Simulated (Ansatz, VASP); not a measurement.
**One calculation of AlB2N3, two programs**

```
Al B N
1.0
     2.62341    0.00000    0.00000
    -1.31171    2.27194    0.00000
     0.00000    0.00000    6.44041
Al B N
1 2 3
Direct
  0.00000 0.00000 0.00000
  0.33333 0.66667 0.65979
  0.66667 0.33333 0.34021
  0.66667 0.33333 0.80879
  0.33333 0.66667 0.19121
  0.00000 0.00000 0.50000
```

Alike in both runs: functional PBE; k mesh 6 × 6 × 2; occupations gaussian, width 0.1 eV; no spin polarisation.

Ansatz relaxed the structure, and its values are those at the end. VASP's run is a single point on that final structure, the one shown.

|  | VASP | Ansatz |
| --- | --- | --- |
| version | VASP 6.6.1 | Ansatz 0.2.0 |
| potentials or method | VASP PAW PBE potentials, release 64 (Al, B, N) | scalar-relativistic, plane waves, PAW |
| plane-wave cutoff (eV) | 520 | 420 |
| valence electrons in the cell | 24 | 24 |

VASP gave:

* gap on the k mesh at the Fermi level (eV): 1.69
* least direct gap on the mesh (eV): 2.80
* pressure (GPa): -0.2

**Question.** Which values does Ansatz return?

**Answer.** gap on the k mesh at the Fermi level (eV): 1.70; least direct gap on the mesh (eV): 2.80; pressure (GPa): 0.0.

The functional is the same, so the differences come from potentials, cutoffs and numerics.

Caveats: the k mesh is coarse (spacing up to 0.49 Å⁻¹), so the values aren't converged. A k mesh can miss the band edges. Expect the measured gap to be larger: semilocal functionals such as PBE lack the derivative discontinuity.
